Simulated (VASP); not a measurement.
# XPS shifts in Ta3W7, part 4 of 4

Which atoms of Ta3W7 bind their core electrons more tightly, and does the hole change the order?

VASP 6.6.1, plane waves and PAW; the level of theory is named at each step.

So far. Step 5 (Core hole, atom W8): Against the hole on W7 the energy differs by +0.21 eV. Step 6 (Core hole, atom Ta3): This is the reference for holes on Ta.

## (7) Core hole, atom Ta2

Level of this step: final-state core hole with the electron kept at the Fermi level, LDA; plane waves and PAW (Ta_pv, Ta_pv, W) (VASP).

The same hole on the next atom.

The input, INCAR:

```
SYSTEM = Ta3W7
PREC = Normal
ENCUT = 330
EDIFF = 1E-05
NELM = 120
ISMEAR = 0
SIGMA = 0.1
LREAL = Auto
ALGO = Fast
GGA = CA
NBANDS = 95
LASPH = .TRUE.
LWAVE = .FALSE.
LCHARG = .FALSE.
NCORE = 8
ICORELEVEL = 2
CLNT = 1
CLN = 4
CLL = 3
CLZ = 1
ISIF = 0
```

The input, POSCAR:

```
Ta3W7
1.0
    6.3400000000      0.0000000000      0.0000000000
    0.0000000000      6.3400000000      0.0000000000
    0.0000000000      0.0000000000     20.3400000000
Ta Ta W
1 5 14
Direct
    0.5000000000      0.0000000000      0.6518447268
    0.0000000000      0.0000000000      0.6498169659
    0.0000000000      0.5000000000      0.6518447268
    0.0000000000      0.0000000000      0.3501830341
    0.5000000000      0.0000000000      0.3481552732
    0.0000000000      0.5000000000      0.3481552732
    0.5000000000      0.5000000000      0.6433424314
    0.2501456293      0.2501456293      0.5773286922
    0.7498543707      0.2501456293      0.5773286922
    0.2501456293      0.7498543707      0.5773286922
    0.7498543707      0.7498543707      0.5773286922
    0.0000000000      0.0000000000      0.5000000000
    0.5000000000      0.0000000000      0.5000000000
    0.0000000000      0.5000000000      0.5000000000
    0.5000000000      0.5000000000      0.5000000000
    0.2501456293      0.2501456293      0.4226713078
    0.7498543707      0.2501456293      0.4226713078
    0.2501456293      0.7498543707      0.4226713078
    0.7498543707      0.7498543707      0.4226713078
    0.5000000000      0.5000000000      0.3566575686
```

The input, KPOINTS:

```
Automatic mesh
0
Gamma
3 3 1
0 0 0
```

The projector-augmented-wave data sets are Ta_pv, Ta_pv and W (PBE family, release 64).

The run is started by

```bash
$ mpirun -np 8 vasp_std
```

Log:

```text
[... set-up lines as in an earlier step ...]
 entering main loop
       N       E                     dE             d eps       ncg     rms          rms(c)
DAV:   1     0.565414549729E+03    0.56541E+03   -0.57933E+04   920   0.936E+02
DAV:   2    -0.349282813206E+03   -0.91470E+03   -0.87524E+03   914   0.275E+02
DAV:   3    -0.429759159477E+03   -0.80476E+02   -0.77513E+02  1040   0.704E+01
DAV:   4    -0.434808281542E+03   -0.50491E+01   -0.49438E+01  1152   0.161E+01
[...]
RMM:  29    -0.410190718324E+03   -0.30241E-04   -0.14399E-05   471   0.375E-03    0.324E-03
RMM:  30    -0.410190733373E+03   -0.15049E-04   -0.85480E-06   488   0.353E-03    0.114E-03
RMM:  31    -0.410190738079E+03   -0.47065E-05   -0.51573E-06   396   0.280E-03
   1 F= -.41019074E+03 E0= -.41013612E+03  d E =-.109241E+00
```

The job ended after 15 s (8 MPI ranks of AMD EPYC 9R45, shared host; peak memory 0.87 GiB; 1.7 min of CPU time).

OUTCAR, selected parts (step 7):

```text
 POSITION                                       TOTAL-FORCE (eV/Angst)
 -----------------------------------------------------------------------------------
      3.17000      0.00000     13.25852        -0.000000      0.000000     -1.788506
      0.00000      0.00000     13.21728        -0.000000      0.000000      0.339528
      0.00000      3.17000     13.25852        -0.000000      0.000000     -0.380786
      0.00000      0.00000      7.12272        -0.000000      0.000000      0.119131
      3.17000      0.00000      7.08148        -0.000000      0.000000      0.015934
      0.00000      3.17000      7.08148        -0.000000      0.000000     -0.067582
      3.17000      3.17000     13.08559        -0.000000      0.000000      0.301697
      1.58592      1.58592     11.74287         0.259223     -0.179729      0.331958
      4.75408      1.58592     11.74287        -0.259223     -0.179729      0.331958
      1.58592      4.75408     11.74287         0.259223      0.179729      0.331958
      4.75408      4.75408     11.74287        -0.259223      0.179729      0.331958
      0.00000      0.00000     10.17000        -0.000000      0.000000      0.033329
      3.17000      0.00000     10.17000        -0.000000      0.000000     -0.000559
      0.00000      3.17000     10.17000        -0.000000      0.000000     -0.185226
[...]
-----------------------------------------------------------------------------------
    total drift:                                0.000000     -0.000000      0.000239

  FREE ENERGIE OF THE ION-ELECTRON SYSTEM (eV)
  ---------------------------------------------------
  free  energy   TOTEN  =      -410.1907380791 eV

  energy  without entropy=     -410.0814972272  energy(sigma->0) =     -410.13611765

[... 2 parts as in an earlier step ...]

[... 1 further part left out ...]
[key lines of the parts left out:]
E-fermi :   0.4463
```

Against the hole on Ta3 the energy differs by +0.00 eV.

## (8) Summary

This step: core-level shifts, LDA; plane waves and PAW (VASP 6.6.1).

This step runs nothing: it gathers the runs above.

A positive shift is a higher binding energy. Cost is wall time times ranks on a shared host. Core-level shifts:

```
atom   region  shell  Kohn-Sham level below the Fermi level (eV)  initial-state shift (eV)  final-state shift (eV)  shifts are from  cost (core minutes)
  W7  layer 1     4f                                       27.95                         0                       0               W7                 1.52
  W8  layer 2     4f                                        27.8                   -0.1451                  0.2089               W7                 1.97
 Ta3  layer 1     4f                                       19.84                         0                       0              Ta3                 1.97
 Ta2  layer 1     4f                                       19.84                         0                 8.30e-7              Ta3                    2
```

## (9) Summary of results

| Quantity | Value |
| --- | --- |
| W8 4f (layer 2), from W7 | initial state -0.15 eV, final state +0.21 eV |

**Reading.** Against W7, W8 is shifted by -0.15 eV in the initial state and by +0.21 eV with the hole, a change of sign (energies extrapolated to zero smearing). Ta2 has the level of the reference atom in both states, as equivalent sites do. Only these atoms were given a hole, so other sites aren't ranked. The difference of the two pictures holds the screening of the hole, but also the cell's limits: holes repeat 6.3 Å apart, and the electron from the core stays in the cell, where it moves the Fermi energy by -0.05 to -0.02 eV, less than the shifts themselves. Cell size, mesh and smearing weren't varied between the hole runs, and no dipole correction was applied to the slab. The other core electrons are frozen, spin-orbit splitting and multiplets are absent, and only shifts between atoms of one element are meaningful. Not tabulated here, as repeats of values shown or as unfit to read for their mesh, reference level or band range: core levels (core hole).

[Lines on the potential files, build, host, timing and source positions are cut from VASP's logs without a mark.]

[Logs are printed without paths, hosts, clocks, repeated set-up lines and the standing remarks that a program may print on its own settings, such as how far it seeks lower states.]

[Hosts, paths, dates, database ids (printed as entryN), source tags and the programs' standing remarks are cut or masked in the printed files.]
